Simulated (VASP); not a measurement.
# Mn3TlGa (I4/mcm) in VASP: a series of runs

One crystal, Mn3TlGa, is run at these levels: r2SCAN; tasks: single point.

Everything below comes from runs of VASP 6.6.1. Logs are shortened: lines on timing, memory, paths and dates and some standing lists are left out, and cuts for length are marked.

## 1. Starting point

The structure is tetragonal, space group I4/mcm (No. 140). Conventional cell: a = 6.010 Å, b = 6.010 Å, c = 9.013 Å, α = 90.00°, β = 90.00°, γ = 90.00°. Tl (site symmetry -42m) is surrounded by 8 Mn at 2.82 to 3.01 Å. Mn (site symmetry m2m) has 2 Ga at 2.17 Å as nearest neighbours. Mn (site symmetry 422) has 2 Ga at 2.25 Å as nearest neighbours. Ga (site symmetry 4/m) is surrounded by 6 Mn at 2.17 to 2.25 Å.

The cell was built by a generator and needn't be a form met in nature.

## 2. Single point, r2SCAN

POSCAR

```
Mn3TlGa
1.0
    0.0000000000      6.0100450000      0.0000000000
    6.0100450000      0.0000000000      0.0000000000
    3.0050230000      3.0050230000     -4.5064170000
Tl Mn Ga
2 6 2
Direct
    0.7500000000      0.2500000000      0.5000000000
    0.2500000000      0.7500000000      0.5000000000
    0.7000000000      0.2000000000      0.0000000000
    0.2000000000      0.3000000000      0.0000000000
    0.3000000000      0.8000000000      0.0000000000
    0.8000000000      0.7000000000      0.0000000000
    0.2500000000      0.2500000000      0.5000000000
    0.7500000000      0.7500000000      0.5000000000
    0.0000000000      0.0000000000      0.0000000000
    0.5000000000      0.5000000000      0.0000000000
```

INCAR.step1

```
ALGO     = Normal         # electronic algorithm
EDIFF    = 1E-4           # SCF threshold, eV
ENCUT    = 520            # plane-wave cutoff, eV
GGA      = PE             # functional
ISMEAR   = -5             # smearing method
LASPH    = True           # aspherical terms in the spheres
LCHARG   = False          # write CHGCAR
LREAL    = False          # projectors in reciprocal space
LWAVE    = True           # write WAVECAR
NBANDS   = 76             # bands
NELM     = 60             # most SCF steps
PREC     = Accurate       # precision mode
SIGMA    = 0.1            # smearing width, eV
```

INCAR.step2

```
ALGO     = Normal         # electronic algorithm
EDIFF    = 1E-6           # SCF threshold, eV
ENCUT    = 520            # plane-wave cutoff, eV
ISIF     = 2              # what is computed and relaxed
ISMEAR   = -5             # smearing method
ISTART   = 1            
LASPH    = True           # aspherical terms in the spheres
LCHARG   = False          # write CHGCAR
LMIXTAU  = True         
LREAL    = False          # projectors in reciprocal space
LWAVE    = False          # write WAVECAR
METAGGA  = R2SCAN         # meta-GGA
NBANDS   = 76             # bands
NELM     = 60             # most SCF steps
PREC     = Accurate       # precision mode
SIGMA    = 0.1            # smearing width, eV
```

KPOINTS

```
Automatic mesh
0
Gamma
  4 4 4
  0.5 0.5 0.5
```

Potentials or basis: VASP PAW PBE potentials, release 64 (Tl_d, Mn_pv, Ga_d).

The run is started by

```sh
cat potpaw_PBE.64/Tl_d/POTCAR potpaw_PBE.64/Mn_pv/POTCAR potpaw_PBE.64/Ga_d/POTCAR > POTCAR
cp INCAR.step1 INCAR
mpirun -np 1 vasp_std > vasp.out
cp INCAR.step2 INCAR
mpirun -np 1 vasp_std > vasp.out
```

OUTCAR:

```text
EDIFF = 1E-6
   ENCUT = 520
   ISIF = 2
   ISMEAR = -5
   ISTART = 1
   LASPH = True
   LREAL = False
   METAGGA = R2SCAN
   NELM = 60
   PREC = Accurate

 ion  position               nearest neighbor table
   1  0.750  0.250  0.500-   5 2.82   4 2.82   6 2.82   3 2.82   7 3.01   8 3.01   8 3.01   7 3.01
                             5 3.40   4 3.40   6 3.40   3 3.40
   2  0.250  0.750  0.500-   3 2.82   6 2.82   4 2.82   5 2.82   7 3.01   8 3.01   7 3.01   8 3.01
                             3 3.40   4 3.40   6 3.40   5 3.40
   3  0.700  0.200  0.000-   9 2.17  10 2.17   2 2.82   1 2.82   6 3.06   4 3.06   6 3.06   4 3.06
                             7 3.13   8 3.13   8 3.13   7 3.13   2 3.40   1 3.40
   4  0.200  0.300  0.000-   9 2.17  10 2.17   1 2.82   2 2.82   5 3.06   3 3.06   5 3.06   3 3.06
                             8 3.13   8 3.13   7 3.13   7 3.13   2 3.40   1 3.40
   5  0.300  0.800  0.000-   9 2.17  10 2.17   1 2.82   2 2.82   6 3.06   4 3.06   4 3.06   6 3.06
                             7 3.13   8 3.13   7 3.13   8 3.13   1 3.40   2 3.40
   6  0.800  0.700  0.000-   9 2.17  10 2.17   1 2.82   2 2.82   5 3.06   3 3.06   3 3.06   5 3.06
                             7 3.13   7 3.13   8 3.13   8 3.13   1 3.40   2 3.40
   7  0.250  0.250  0.500-   9 2.25  10 2.25   1 3.01   2 3.01   2 3.01   1 3.01   6 3.13   6 3.13
                             5 3.13   3 3.13   3 3.13   5 3.13   4 3.13   4 3.13
   8  0.750  0.750  0.500-  10 2.25   9 2.25   1 3.01   2 3.01   1 3.01   2 3.01   4 3.13   4 3.13
                             5 3.13   3 3.13   3 3.13   5 3.13   6 3.13   6 3.13
   9  0.000  0.000  0.000-   3 2.17   4 2.17   5 2.17   6 2.17   8 2.25   7 2.25
  10  0.500  0.500  0.000-   3 2.17   4 2.17   5 2.17   6 2.17   7 2.25   8 2.25

  LATTYP: Found a body centered tetragonal cell.
 ALAT       =     6.0100450000
 C/A-ratio  =     1.4996283722

  Lattice vectors:

 A1 = (  -3.0050230000,   3.0050220000,   4.5064170000)
 A2 = (   3.0050220000,  -3.0050230000,   4.5064170000)
 A3 = (   3.0050230000,   3.0050230000,  -4.5064170000)

Analysis of symmetry for initial positions (statically):
=====================================================================
 Subroutine PRICEL returns:
 Original cell was already a primitive cell.

 Routine SETGRP: Setting up the symmetry group for a
 body centered tetragonal supercell.

 Subroutine GETGRP returns: Found 16 space group operations
 (whereof  8 operations were pure point group operations)
 out of a pool of 16 trial point group operations.

The static configuration has the point symmetry C_4h.
 The point group associated with its full space group is D_4h.

Analysis of symmetry for dynamics (positions and initial velocities):
=====================================================================
 Subroutine PRICEL returns:
 Original cell was already a primitive cell.

 Routine SETGRP: Setting up the symmetry group for a
 body centered tetragonal supercell.

 Subroutine GETGRP returns: Found 16 space group operations
 (whereof  8 operations were pure point group operations)
 out of a pool of 16 trial point group operations.

The dynamic configuration has the point symmetry C_4h.
 The point group associated with its full space group is D_4h.

 Subroutine INISYM returns: Found 16 space group operations
 (whereof  8 operations are pure point group operations),
 and found     1 'primitive' translations

----------------------------------------------------------------------------------------

                                     Primitive cell

  volume of cell :     162.7747

  direct lattice vectors                    reciprocal lattice vectors
     0.000000000  6.010045000  0.000000000     0.000000000  0.166388105  0.110952911
     6.010045000  0.000000000  0.000000000     0.166388105  0.000000000  0.110952911
     3.005023000  3.005023000 -4.506417000     0.000000000  0.000000000 -0.221905785

  length of vectors
     6.010045000  6.010045000  6.194200565     0.199988875  0.199988875  0.221905785

  position of ions in fractional coordinates (direct lattice)
     0.750000000  0.250000000  0.500000000
     0.250000000  0.750000000  0.500000000
     0.700000000  0.200000000  0.000000000
     0.200000000  0.300000000  0.000000000
     0.300000000  0.800000000  0.000000000
     0.800000000  0.700000000  0.000000000
     0.250000000  0.250000000  0.500000000
     0.750000000  0.750000000  0.500000000
     0.000000000  0.000000000  0.000000000
[... 34 lines left out ...]
     0.500000000  0.500000000  0.500000000

 TETIRR: Found    173 inequivalent tetrahedra from      768

 Subroutine IBZKPT returns following result:
 ===========================================

 Found     15 irreducible k-points:

 Following reciprocal coordinates:
            Coordinates               Weight
  0.125000  0.125000  0.125000      4.000000
  0.375000  0.125000  0.125000     16.000000
 -0.375000  0.125000  0.125000     16.000000
 -0.125000  0.125000  0.125000      8.000000
  0.375000  0.375000  0.125000      8.000000
 -0.375000  0.375000  0.125000      8.000000
 -0.125000  0.375000  0.125000      8.000000
 -0.375000 -0.375000  0.125000      4.000000
 -0.125000 -0.375000  0.125000     16.000000
 -0.125000 -0.125000  0.125000      8.000000
 -0.375000  0.125000  0.375000      8.000000
 -0.125000  0.125000  0.375000      8.000000
  0.375000  0.375000  0.375000      4.000000
 -0.375000  0.375000  0.375000      8.000000
 -0.125000 -0.125000  0.375000      4.000000
   k-points           NKPTS =     15   k-points in BZ     NKDIM =     15   number of bands    NBANDS=     76
   number of dos      NEDOS =    301   number of ions     NIONS =     10
   total plane-waves  NPLWV = 110592
   dimension x,y,z NGX =    48 NGY =   48 NGZ =   48
   dimension x,y,z NGXF=    96 NGYF=   96 NGZF=   96
   ions per type =               2   6   2
   NGX,Y,Z   is equivalent  to a cutoff of  13.28, 13.28, 12.88 a.u.
   NGXF,Y,Z  is equivalent  to a cutoff of  26.55, 26.55, 25.77 a.u.
 SYSTEM =  unknown system
   PREC   = accura    normal or accurate (medium, high low for compatibility)
   ISTART =      1    job   : 0-new  1-cont  2-samecut
   ICHARG =      0    charge: 1-file 2-atom 10-const
   ISPIN  =      1    spin polarized calculation?
   LNONCOLLINEAR =      F non collinear calculations
   LSORBIT =      F    spin-orbit coupling
   LASPH  =      T    aspherical Exc in radial PAW
   ENCUT  =  520.0 eV  38.22 Ry    6.18 a.u.  11.17 11.17 11.52*2*pi/ulx,y,z
   NELM   =     60;   NELMIN=  2; NELMDL=  0     # of ELM steps
   EDIFF  = 0.1E-05   stopping-criterion for ELM
   LREAL  =      F    real-space projection
   EDIFFG = 0.1E-04   stopping-criterion for IOM
   NSW    =      0    number of steps for IOM
   IBRION =     -1    ionic relax: 0-MD 1-quasi-New 2-CG
   NFREE  =      0    steps in history (QN), initial steepest desc. (CG)
   ISIF   =      2    stress and relaxation
   ISYM   =      2    0-nonsym 1-usesym 2-fastsym
   POTIM  = 0.5000    time-step for ionic-motion
   TEBEG  =    0.0;   TEEND  =   0.0 temperature during run
   PSTRESS=    0.0 pullay stress
   NELECT =     130.0000    total number of electrons
   NUPDOWN=      -1.0000    fix difference up-down
   EMIN   =  10.00;   EMAX   =-10.00  energy-range for DOS
   EFERMI =   0.00;   METHOD = LEGACY
   ISMEAR =    -5;   SIGMA  =   0.10  broadening in eV -4-tet -1-fermi 0-gaus
   EFERMI_NEDOS =   21; number of points for ismear=-14 and -15
   IALGO  =     38    algorithm
   IMIX   =      4    mixing-type and parameters
     AMIX     =   0.40;   BMIX     =  1.00
     AMIX_MAG =   1.60;   BMIX_MAG =  1.00
  volume/ion in A,a.u.               =      16.28       109.85
  Fermi-wavevector in a.u.,A,eV,Ry     =   1.518892  2.870290 31.389105  2.307034
  Thomas-Fermi vector in A             =   2.627952
   LORBIT       =      0    0 simple, 1 ext, 2 COOP (PROOUT), +10 PAW based schemes
   METAGGA = R2SCAN    functional components
   LHFCALC =     F    Hartree Fock is set to
   AEXX    =    0.0000 exact exchange contribution
   IVDW    =     0    specifies the selected vdW correction
   LEPSILON=     F    determine dielectric tensor
   LRPA    =     F    only Hartree local field effects (RPA)
 non-spin polarized calculation
 Fermi weights with tetrahedron method with Bloechl corrections
  energy-cutoff  :      520.00
  volume of cell :      162.77
 maximum number of plane-waves:      4402
 NGX is ok and might be reduce to    48
   NGX = 23   NGY = 23   NGZ = 23

 number of electron     130.0000013 magnetization

 Free energy of the ion-electron system (eV)
  ---------------------------------------------------
  ext. energy  EPLUGINS =         0.00000000
  ---------------------------------------------------
  free energy    TOTEN  =      -200.70791960 eV

  energy without entropy =     -200.70791960  energy(sigma->0) =     -200.70791960

 E-fermi :   7.1695     XC(G=0): -12.9158

 val. band max:        7.1745694872   @ k =  -0.3750   0.3750   0.3750
 cond. band min:       7.1741144564   @ k =  -0.3750   0.1250   0.1250
 fundamental gap:     -0.0004550309
 Fermi energy:         7.1695122045

 k-point     1 :       0.1250    0.1250    0.1250
  band No.  band energies     occupation
      1     -42.4230      2.00000
      2     -42.4016      2.00000
      3     -42.4011      2.00000
      4     -42.3793      2.00000
      5     -42.3563      2.00000
      6     -42.3162      2.00000
[... 1174 lines left out ...]
     75       9.4120      0.00000
     76       9.5306      0.00000

------------------------ aborting loop because EDIFF is reached ----------------------------------------

  FORCE on cell =-STRESS in cart. coord.  units (eV):
  Direction    XX          YY          ZZ          XY          YZ          ZX
  --------------------------------------------------------------------------------------
  -------------------------------------------------------------------------------------
  Total        1.9127248      1.9127248     -4.8236861     -0.0000000      0.0000005      0.0000005
  in kB       18.8267890     18.8267890    -47.4791353     -0.0000000      0.0000053      0.0000053
  external PRESSURE =      -3.2751858 kB  Pullay stress =       0.0000000 kB

 VOLUME and BASIS-vectors are now :
 -----------------------------------------------------------------------------
  energy-cutoff  :      520.00
  volume of cell :      162.77
      direct lattice vectors                 reciprocal lattice vectors
     0.000000000  6.010045000  0.000000000     0.000000000  0.166388105  0.110952911
     6.010045000  0.000000000  0.000000000     0.166388105  0.000000000  0.110952911
     3.005023000  3.005023000 -4.506417000     0.000000000  0.000000000 -0.221905785

 POSITION                                       TOTAL-FORCE (eV/Angst)
 -----------------------------------------------------------------------------------
      3.00502      6.01005     -2.25321        -0.000000     -0.000000     -0.000000
      6.01005      3.00502     -2.25321        -0.000000     -0.000000      0.000000
      1.20201      4.20703      0.00000        -0.545275     -0.545275      0.000000
      1.80301      1.20201      0.00000         0.545275     -0.545275     -0.000000
      4.80804      1.80301      0.00000         0.545275      0.545275      0.000000
      4.20703      4.80804      0.00000        -0.545275      0.545275      0.000000
      3.00502      3.00502     -2.25321         0.000000     -0.000000      0.000000
      6.01005      6.01005     -2.25321         0.000000     -0.000000      0.000000
      0.00000      0.00000      0.00000        -0.000000     -0.000000      0.000000
      3.00502      3.00502      0.00000        -0.000000     -0.000000      0.000000
 -----------------------------------------------------------------------------------
    total drift:                               -0.000000      0.000000      0.000000

  FREE ENERGIE OF THE ION-ELECTRON SYSTEM (eV)
  ---------------------------------------------------
  free  energy   TOTEN  =      -200.7079195985 eV

  energy  without entropy=     -200.7079195985  energy(sigma->0) =     -200.70791960
```

It took 41 min on 1 thread of AMD EPYC 7R43 (Zen 3), shared host; peak memory 0.42 GiB.

Results:

| Property | Result |
| --- | --- |
| Free energy | -200.7079 eV |
| Pressure | -0.3 GPa |
| Largest force | 0.771 eV/Å |
| Band gap on the k mesh | none (metal or under the smearing width) |

Forces on the atoms (eV/Å):
```
Tl   0.000  0.000  0.000
Tl   0.000  0.000  0.000
Mn  -0.545 -0.545  0.000
Mn   0.545 -0.545  0.000
Mn   0.545  0.545  0.000
Mn  -0.545  0.545  0.000
Mn   0.000  0.000  0.000
Mn   0.000  0.000  0.000
Ga   0.000  0.000  0.000
Ga   0.000  0.000  0.000
```

Caveat: the PAW data sets were made with another functional, which shifts forces and pressure a little; tetrahedron occupations give inexact forces and stress in metals. Spin-orbit coupling is left out, which matters for the levels of Tl.

## 3. Single point, r2SCAN

POSCAR is that of step 2.

INCAR.step1

```
PREC     = Accurate       # precision mode
ENCUT    = 520            # plane-wave cutoff, eV
ISMEAR   = -5             # smearing method
SIGMA    = 0.1            # smearing width, eV
LREAL    = F              # projectors in reciprocal space
LASPH    = T              # aspherical terms in the spheres
NELM     = 60             # most SCF steps
NBANDS   = 76             # bands
GGA      = PE             # functional
ALGO     = Normal         # electronic algorithm
EDIFF    = 1E-4           # SCF threshold, eV
LWAVE    = T              # write WAVECAR
LCHARG   = F              # write CHGCAR
```

INCAR.step2

```
PREC     = Accurate       # precision mode
ENCUT    = 520            # plane-wave cutoff, eV
EDIFF    = 1E-6           # SCF threshold, eV
ISMEAR   = -5             # smearing method
SIGMA    = 0.1            # smearing width, eV
LREAL    = F              # projectors in reciprocal space
LASPH    = T              # aspherical terms in the spheres
NELM     = 60             # most SCF steps
ALGO     = Normal         # electronic algorithm
ISIF     = 2              # what is computed and relaxed
LWAVE    = F              # write WAVECAR
LCHARG   = F              # write CHGCAR
METAGGA  = R2SCAN         # meta-GGA
LMIXTAU  = T            
NBANDS   = 76             # bands
ISTART   = 1
```

KPOINTS

```
Automatic mesh
0
Gamma
  4 4 4
```

Potentials or basis: VASP PAW PBE potentials, release 64 (Tl_d, Mn_pv, Ga_d).

The run is started by

```sh
cat potpaw_PBE.64/Tl_d/POTCAR potpaw_PBE.64/Mn_pv/POTCAR potpaw_PBE.64/Ga_d/POTCAR > POTCAR
cp INCAR.step1 INCAR
mpirun -np 1 vasp_std > vasp.out
cp INCAR.step2 INCAR
mpirun -np 1 vasp_std > vasp.out
```

It took 9.6 min on 1 thread of Intel Xeon 6975P-C (Granite Rapids), shared host; peak memory 0.44 GiB.

The run converged. Its results:

```yaml
Free_energy: -200.7184 eV
Pressure: -0.3 GPa
Largest_force: 0.744 eV/Å
Band_gap_on_the_k_mesh: none (metal or under the smearing width)
```

Forces in eV/Å, atoms in the order of the input:
```
Tl   0.000  0.000  0.000
Tl   0.000  0.000  0.000
Mn  -0.526 -0.526  0.000
Mn   0.526 -0.526  0.000
Mn   0.526  0.526  0.000
Mn  -0.526  0.526  0.000
Mn   0.000  0.000  0.000
Mn   0.000  0.000  0.000
Ga   0.000  0.000  0.000
Ga   0.000  0.000  0.000
```

Stress tensor (GPa, compression positive):
```
 1.77  0.00  0.00
 0.00  1.77  0.00
 0.00  0.00 -4.45
```

Levels at points of the mesh, in eV from the Fermi level:
| k point | band 63 | band 64 | band 65 | band 66 | band 67 | band 68 |
| --- | --- | --- | --- | --- | --- | --- |
| (0.00, 0.00, 0.00) | -0.30 | -0.18 | 0.03 | 0.05 | 0.05 | 0.13 |
| (0.50, 0.00, 0.00) | -0.15 | -0.15 | -0.01 | -0.01 | 0.09 | 0.09 |
| (0.50, 0.50, 0.00) | -0.33 | -0.06 | -0.03 | 0.03 | 0.06 | 0.13 |
| (0.00, 0.00, 0.50) | -0.25 | -0.21 | -0.20 | -0.03 | 0.07 | 0.07 |

Caveat: the PAW data sets were made with another functional, which shifts forces and pressure a little; tetrahedron occupations give inexact forces and stress in metals. Spin polarisation is off, so any magnetic state and its effect on volume and gap are missing.

## 4. Single point, r2SCAN

POSCAR is that of step 3.

INCAR.step1

```
PREC = Accurate ; ENCUT = 520
ISMEAR = -5 ; SIGMA = 0.1
LREAL = False ; LASPH = True
NELM = 80 ; NBANDS = 76
GGA = PE ; ALGO = Normal
EDIFF = 1E-4 ; LWAVE = True
LCHARG = False
```

INCAR.step2

```
PREC = Accurate ; ENCUT = 520
EDIFF = 1E-6 ; ISMEAR = -5
SIGMA = 0.1 ; LREAL = False
LASPH = True ; NELM = 80
ALGO = Normal ; ISIF = 2
LWAVE = False ; LCHARG = False
METAGGA = R2SCAN ; LMIXTAU = True
NBANDS = 76 ; ISTART = 1
```

KPOINTS

```
regular mesh
0
Gamma
  5 5 5
```

The run is started by

```sh
cat potpaw_PBE.64/Tl_d/POTCAR potpaw_PBE.64/Mn_pv/POTCAR potpaw_PBE.64/Ga_d/POTCAR > POTCAR
cp INCAR.step1 INCAR
mpirun -np 1 vasp_std > vasp.out
cp INCAR.step2 INCAR
mpirun -np 1 vasp_std > vasp.out
```

Run time: 12 min. Hardware: 1 thread of Intel Xeon 6975P-C (Granite Rapids), shared host; peak memory 0.47 GiB.

It converged, with:

```yaml
Free_energy: -200.7184 eV
Pressure: -0.4 GPa
Largest_force: 0.787 eV/Å
Band_gap_on_the_k_mesh: none (metal or under the smearing width)
```

Forces in eV/Å, atoms in the order of the input:
```
Tl   0.000  0.000  0.000
Tl   0.000  0.000  0.000
Mn  -0.557 -0.557  0.000
Mn   0.557 -0.557  0.000
Mn   0.557  0.557  0.000
Mn  -0.557  0.557  0.000
Mn   0.000  0.000  0.000
Mn   0.000  0.000  0.000
Ga   0.000  0.000  0.000
Ga   0.000  0.000  0.000
```

Stress tensor (GPa, compression positive):
```
 1.75  0.00  0.00
 0.00  1.75  0.00
 0.00  0.00 -4.60
```

Levels at points of the mesh, in eV from the Fermi level:
```tsv
k point	band 63	band 64	band 65	band 66	band 67	band 68
(0.00, 0.00, 0.00)	-0.30	-0.18	0.04	0.05	0.05	0.14
```

Caveat: the PAW data sets were made with another functional, which shifts forces and pressure a little; tetrahedron occupations give inexact forces and stress in metals. Spin polarisation is off, so any magnetic state and its effect on volume and gap are missing.

## 5. Summary

```tsv
k mesh	gap on the mesh (eV)	pressure (GPa)	largest force (eV/Å)
4 × 4 × 4, shifted	none	-0.3	0.77
4 × 4 × 4	none	-0.3	0.74
5 × 5 × 5	none	-0.4	0.79
```

Alike in all rows: task single point; level r2SCAN; potentials or basis VASP PAW PBE potentials, release 64 (Tl_d, Mn_pv, Ga_d); no spin polarisation; cell as given; cutoff (eV) 520; smearing tetrahedron.

Every run on the cell as given and a fine mesh finds a metal.

Caveats: the PAW data sets were made with another functional, which shifts forces and pressure a little; tetrahedron occupations give inexact forces and stress in metals.

Total energies depend on the potentials used, so only differences within one code and one set of settings carry meaning.
